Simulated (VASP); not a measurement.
Here is the system:

```xyz
2
Lattice="0.0000 2.4050 2.4050 2.4050 0.0000 2.4050 2.4050 2.4050 0.0000" Properties=species:S:1:pos:R:3 pbc="T T T"
Ca     0.0000     0.0000     0.0000
O      2.4050     2.4050     2.4050
```

Method: G0W0 on PBE orbitals, VASP's PBE PAW potentials (set 64) (plane waves; VASP). Run with PREC = Normal, 500 eV cut-off, 6×6×6 Γ-centred mesh, Gaussian smearing of 0.010 eV, potentials Ca_sv_GW O_GW_new.

The mesh is coarse and the basis finite, so the quasiparticle values are not converged.

NBANDS = 120, ENCUTGW = 180 eV, NOMEGA = 64. The PBE levels (eV) that the step starts from are:

| state | KS energy | filling |
|---|---|---|
| k1 (0.00, 0.00, 0.00), band 5 | -10.49 | 2 |
| k1 (0.00, 0.00, 0.00), band 6 | 5.02 | 2 |
| k1 (0.00, 0.00, 0.00), band 7 | 5.02 | 2 |
| k1 (0.00, 0.00, 0.00), band 8 | 5.02 | 2 |
| k1 (0.00, 0.00, 0.00), band 9 | 9.74 | 0 |
| k1 (0.00, 0.00, 0.00), band 10 | 11.25 | 0 |
| k1 (0.00, 0.00, 0.00), band 11 | 11.25 | 0 |
| k1 (0.00, 0.00, 0.00), band 12 | 11.25 | 0 |
| k9 (-0.17, 0.17, 0.00), band 5 | -9.81 | 2 |
| k9 (-0.17, 0.17, 0.00), band 6 | 3.40 | 2 |
| k9 (-0.17, 0.17, 0.00), band 7 | 4.20 | 2 |
| k9 (-0.17, 0.17, 0.00), band 8 | 4.56 | 2 |
| k9 (-0.17, 0.17, 0.00), band 9 | 11.06 | 0 |
| k9 (-0.17, 0.17, 0.00), band 10 | 11.79 | 0 |
| k9 (-0.17, 0.17, 0.00), band 11 | 12.04 | 0 |
| k9 (-0.17, 0.17, 0.00), band 12 | 12.83 | 0 |
| k16 (-0.33, 0.50, 0.17), band 5 | -9.97 | 2 |
| k16 (-0.33, 0.50, 0.17), band 6 | 3.80 | 2 |
| k16 (-0.33, 0.50, 0.17), band 7 | 3.96 | 2 |
| k16 (-0.33, 0.50, 0.17), band 8 | 4.21 | 2 |
| k16 (-0.33, 0.50, 0.17), band 9 | 10.05 | 0 |
| k16 (-0.33, 0.50, 0.17), band 10 | 12.68 | 0 |
| k16 (-0.33, 0.50, 0.17), band 11 | 13.35 | 0 |
| k16 (-0.33, 0.50, 0.17), band 12 | 14.55 | 0 |

Give the quasiparticle energies and renormalisation factors Z.

```csv
state,QP energy (eV),Z
"k1 (0.00, 0.00, 0.00), band 5",-12.19,0.65
"k1 (0.00, 0.00, 0.00), band 6",4.03,0.74
"k1 (0.00, 0.00, 0.00), band 7",4.03,0.74
"k1 (0.00, 0.00, 0.00), band 8",4.03,0.74
"k1 (0.00, 0.00, 0.00), band 9",10.38,0.83
"k1 (0.00, 0.00, 0.00), band 10",13.19,0.80
"k1 (0.00, 0.00, 0.00), band 11",13.19,0.80
"k1 (0.00, 0.00, 0.00), band 12",13.19,0.80
"k9 (-0.17, 0.17, 0.00), band 5",-11.59,0.66
"k9 (-0.17, 0.17, 0.00), band 6",2.22,0.74
"k9 (-0.17, 0.17, 0.00), band 7",3.18,0.74
"k9 (-0.17, 0.17, 0.00), band 8",3.52,0.75
"k9 (-0.17, 0.17, 0.00), band 9",12.75,0.80
"k9 (-0.17, 0.17, 0.00), band 10",12.87,0.80
"k9 (-0.17, 0.17, 0.00), band 11",14.13,0.79
"k9 (-0.17, 0.17, 0.00), band 12",15.07,0.78
"k16 (-0.33, 0.50, 0.17), band 5",-11.67,0.65
"k16 (-0.33, 0.50, 0.17), band 6",2.59,0.74
"k16 (-0.33, 0.50, 0.17), band 7",2.86,0.74
"k16 (-0.33, 0.50, 0.17), band 8",3.09,0.75
"k16 (-0.33, 0.50, 0.17), band 9",11.53,0.81
"k16 (-0.33, 0.50, 0.17), band 10",14.62,0.78
"k16 (-0.33, 0.50, 0.17), band 11",15.72,0.79
"k16 (-0.33, 0.50, 0.17), band 12",17.28,0.76
```
On the mesh the gap opens from 3.65 to 5.94 eV.

The compound is CaO in the rock salt structure. The cell was not relaxed at this level.
